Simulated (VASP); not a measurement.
An input for Ansatz (written as the equivalent of a VASP run, and not itself run):

Ansatz 0.2 input:
```yaml
crystal:
  lattice:
    - [4.4377850, 0.0000000, 0.0000000]
    - [-2.2188920, 3.8432340, 0.0000000]
    - [0.0000000, 0.0000000, 15.0303820]
  atoms:
    - { symbol: Ag, position: [0.0000000, 0.0000000, 0.3234700] }
    - { symbol: Ag, position: [0.0000000, 0.0000000, 0.8234700] }
    - { symbol: Ag, position: [0.6666670, 0.3333330, 0.4264700] }
    - { symbol: Ag, position: [0.3333330, 0.6666670, 0.9264700] }
    - { symbol: I, position: [0.0000000, 0.0000000, 0.0116400] }
    - { symbol: I, position: [0.0000000, 0.0000000, 0.5116400] }
    - { symbol: I, position: [0.6666670, 0.3333330, 0.2384200] }
    - { symbol: I, position: [0.3333330, 0.6666670, 0.7384200] }
kpoints:
  mp_grid: { grid: [4, 4, 1] }
hamiltonian:
  xc: hse06
  pseudopotentials: { kind: paw }
scf:
  occupations: { method: gaussian, width: 0.01 }
  max_iter: 100
output: { forces: true, stress: true, eigenvalues: true }
```

Write the VASP files for the same calculation (HSE06).

This is not unique; one that fits is 
**POSCAR**
```
AgI
30.0607640
  0.1476271528   0.0000000000   0.0000000000
 -0.0738135598   0.1278488464   0.0000000000
  0.0000000000   0.0000000000   0.5000000000
Ag I
4 4
Cartesian
  0.0000000000   0.0000000000   0.1617350000
  0.0000000000   0.0000000000   0.4117350000
  0.0738136558   0.0426162395   0.2132350000
 -0.0000000627   0.0852326069   0.4632350000
  0.0000000000   0.0000000000   0.0058200000
  0.0000000000   0.0000000000   0.2558200000
  0.0738136558   0.0426162395   0.1192100000
 -0.0000000627   0.0852326069   0.3692100000
```

### INCAR
```
SYSTEM = AgI
PREC = Accurate
ENCUT = 300
EDIFF = 1E-6
NELM = 100
ALGO = Normal
LREAL = .FALSE.
LASPH = .TRUE.
ISMEAR = 0
SIGMA = 0.01
GGA = PE
HFSCREEN = 0.2
AEXX = 0.25
LHFCALC = .TRUE.
PRECFOCK = Fast
ISYM = 3
LMAXMIX = 4
LWAVE = .FALSE.
LCHARG = .FALSE.
ISIF = 2
```

KPOINTS:
```
Automatic mesh
0
Gamma
4 4 1
0 0 0
```

POTCAR, in this order: Ag I (PBE.64 set). Program: vasp_std.

The two are equivalent in intent, not identical: each code has its own PAW files, so the cut-off isn't converted (ENCUT is set for VASP's; basis.ecutwfc is left out, and Ansatz then takes the one that its files recommend); Ansatz stops its SCF on the density residual and VASP on the energy change (EDIFF); Ansatz's hse06 screens at 0.11 per bohr (0.208 per Å), slightly more than HFSCREEN = 0.2.

The structure comes from a computed database's AgI entry; how it stands against other phases isn't given here. The cell was not relaxed at this level.
